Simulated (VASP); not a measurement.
Given:

```
CELL_PARAMETERS angstrom
      3.73164     0.00000     0.00000
     -1.86582     3.23169     0.00000
      0.00000     0.00000     5.20099
ATOMIC_POSITIONS crystal
  V  0.00000 0.00000 0.00000
  V  0.00000 0.00000 0.50000
  Si 0.33333 0.66667 0.25000
  Si 0.66667 0.33333 0.75000
```
Starting moments (μB, in the order of the record's atoms V V Si Si): 2.0 2.0 0.0 0.0.

Computed with PBE GGA, VASP's PBE PAW potentials (set 64) (plane waves; VASP). Settings: 300 eV cut-off, 6×6×4 Γ-centred mesh, Gaussian smearing of 0.10 eV, potentials V_sv Si.

At this cut-off the stress carries a Pulay error, which pulls relaxed volumes low. Energy and stress use the plane-wave basis of the starting cell.

### Question
The ions, cell shape and volume are relaxed. Give the cell that the relaxation ends in.

### Answer

```
CELL_PARAMETERS angstrom
      3.37610     0.00000     0.00000
     -1.68805     2.92379     0.00000
      0.00000     0.00000     5.93319
ATOMIC_POSITIONS crystal
  V  0.00000 0.00000 0.00000
  V  0.00000 0.00000 0.50000
  Si 0.33333 0.66667 0.25000
  Si 0.66667 0.33333 0.75000
```
Space group P6_3/mmc (194), at a tolerance of 0.03 Å. The cell ends with 0.00 μB, on the sites 0.00 0.00 0.00 0.00 μB.

### Question
How do energy and volume change from the first to the last step?

### Answer
The energy (σ→0) changes by -127.5 meV/atom and the volume by -6.6 %, in 6 ionic steps.

The structure was generated: VSi was put into an ordered model structure, which need not be its known phase. This run relaxes it. Symmetry was kept, so distortions that lower it aren't found. The k-mesh is coarse (spacing up to 0.36 per Å, 2π included), so the numbers may not be converged in it. The run is one of a series of settings (EDIFFG = -0.01, IBRION = 2, ISIF = 3, NSW = 50 against the base run), some of them coarse on purpose.
